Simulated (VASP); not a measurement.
Energy against volume of CsBr (CsCl type). All values below come from vdW-DF-cx, VASP's PBE PAW potentials (set 64) (plane waves; VASP 6.6.1). Settings: 520 eV cut-off, 6×6×6 Γ-centred mesh, Gaussian smearing of 0.050 eV, potentials Cs_sv Br.

| V (Å³/atom) | E (eV/atom) |
|---|---|
| 36.315 | -0.80025 |
| 37.474 | -0.80610 |
| 38.633 | -0.80786 |
| 39.792 | -0.80626 |

**Question.** Fit these four points and predict the energy of the run at 40.951 Å³/atom.

**Answer.** A cubic in V^(−2/3), the third-order Birch-Murnaghan form, passes through the four points with V0 = 38.62 Å³/atom and B0 = 15 GPa, and gives -0.8019 eV/atom there. The run gave -0.8019 eV/atom, +0.0 meV/atom from the fit; all five points give B0 = 15 GPa.

The compound is CsBr in the CsCl type structure. It was relaxed first.
